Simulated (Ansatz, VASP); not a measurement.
**Two plane-wave programs on Mg2Ti2N**

```xyz
5
Lattice="2.8943 0.0000 0.0000 -1.4472 2.5066 0.0000 0.0000 0.0000 22.8884" Properties=species:S:1:pos:R:3 pbc="T T T"
Mg    0.0000    0.0000    6.5000
Mg    0.0000    0.0000   11.7589
Ti    1.4472    0.8355    9.1295
Ti    1.4472    0.8355   14.3884
N     1.4472    2.5066   15.1154
```

Alike in both runs: functional LDA; k mesh 7 × 7 × 1; no spin polarisation.

Ansatz relaxed the structure, and its values are those at the end. VASP's run is a single point on that final structure, the one shown.

|  | VASP | Ansatz |
| --- | --- | --- |
| version | VASP 6.6.1 | Ansatz 0.2.0 |
| potentials or method | VASP PAW LDA potentials, release 64 (Mg, Ti_sv, N) | plane waves, PAW |
| plane-wave cutoff (eV) | 520 | 420 |
| occupations | fermi-dirac, width 0.1 eV | fermi-dirac |
| valence electrons in the cell | 33 | 49 |

|  | VASP | Ansatz | Ansatz less VASP |
| --- | --- | --- | --- |
| rms of the force components (eV/Å) | 0.087 | 0.066 | -0.0210 |

The two sets of potentials don't hold the same shells in valence. Ansatz warned: «vacuum_density_over_bound».
